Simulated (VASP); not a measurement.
**NaCl (space group Fm-3m): computed properties**

Method: PBEsol GGA, VASP's PBE PAW potentials (set 64) (plane waves; VASP 6.6.1).

```yaml
space_group: Fm-3m (225)
cell: a = b = c = 5.592 Å, α = β = γ = 90.00°
volume_per_atom: 21.86 Å³/atom
band gap (over mesh and band path): 5.03 eV
smallest direct gap (over mesh and band path): 5.03 eV
hill_bulk_modulus: 270 kbar
hill_shear_modulus: 15.8 GPa
Poisson's ratio: 0.255
band_edge_character: direct, Γ to Γ
density: 2.22 g/cm³
mean ε∞ (DFPT): 2.57
mean ε∞ (independent particles): 2.82
mean static ε: 5.87
optical Γ-point spectrum: 170 (×3) cm⁻¹
C11: 57.7 GPa
C12: 11.7 GPa
C44: 12.3 GPa
```

```
NaCl
1.0
    0.00000     2.79596     2.79596
    2.79596     0.00000     2.79596
    2.79596     2.79596     0.00000
Cl Na
1 1
Direct
  0.00000   0.00000   0.00000
  0.50000   0.50000   0.50000
```

The structure comes from a measured NaCl entry (Fm-3m) of the Crystallography Open Database, whose conditions weren't checked. It was relaxed first. Symmetry was kept, so distortions that lower it aren't found.
